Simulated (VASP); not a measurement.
Input:

```xyz
2
Lattice="0.0000 2.4826 2.4826 2.4826 0.0000 2.4826 2.4826 2.4826 0.0000" Properties=species:S:1:pos:R:3 pbc="T T T"
Pd     0.0000     0.0000     0.0000
C      1.2413     1.2413     1.2413
```

The numbers are results of PBEsol GGA, VASP's PBE PAW potentials (set 64) (plane waves; VASP), not measurements. Run with 520 eV cut-off, 11×11×11 Γ-centred mesh, first-order Methfessel-Paxton smearing of 0.10 eV, potentials Pd C.

Energy and stress use the plane-wave basis of the starting cell.

Problem. The ions, cell shape and volume are relaxed. Predict the relaxed structure.

Solution. 
```xyz
2
Lattice="0.0000 2.3239 2.3239 2.3239 0.0000 2.3239 2.3239 2.3239 0.0000" Properties=species:S:1:pos:R:3 pbc="T T T"
Pd     0.0000     0.0000     0.0000
C      1.1619     1.1619     1.1619
```
Space group F-43m (216), at a tolerance of 0.03 Å.

Problem. How do energy and volume change from the first to the last step?

Solution. The energy (σ→0) changes by -257.9 meV/atom and the volume by -18.0 %, in 7 ionic steps.

```tsv
step	E(σ→0) (eV)	max force (eV/Å)	pressure (GPa)	volume (Å³)
1	-12.7666	0.000	-24.68	30.60
2	-12.7927	0.000	48.10	21.30
3	-13.2820	0.000	-1.10	25.24
4	-13.2825	0.000	-0.26	25.13
5	-13.2824	0.000	0.56	25.03
6	-13.2823	0.000	-0.57	25.17
7	-13.2825	0.000	-0.01	25.10
```

The structure was generated: PdC was put into the zinc blende type (F-43m), which need not be its known phase. This run relaxes it. Symmetry was kept, so distortions that lower it aren't found.
